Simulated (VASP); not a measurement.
```
ZnO
1.0
    1.61781    -2.80213     0.00000
    1.61781     2.80213     0.00000
    0.00000     0.00000     5.19784
Zn O
2 2
Cartesian
  1.61781  -0.93405   2.60120
  1.61781   0.93405   0.00228
  1.61781  -0.93405   4.58221
  1.61781   0.93405   1.98329
```

Level of theory: SCAN meta-GGA, VASP's PBE PAW potentials (set 64) (plane waves; VASP). Numerical set-up: 520 eV cut-off, 9×9×5 Γ-centred mesh, tetrahedra with Blöchl corrections, potentials Zn O.

Question: The job: ZnO (wurtzite), 4 atoms, SCAN, static run, 520 eV, 9×9×5 Γ-centred mesh. Roughly how much core time does it take on a busy server core?

Answer: About 8 core-minutes (one run on a shared machine, a rough figure). It had 36 irreducible k-points, 22 bands, up to 1302 plane waves and 28 electronic steps.

The compound is ZnO in the wurtzite structure. It was relaxed first.
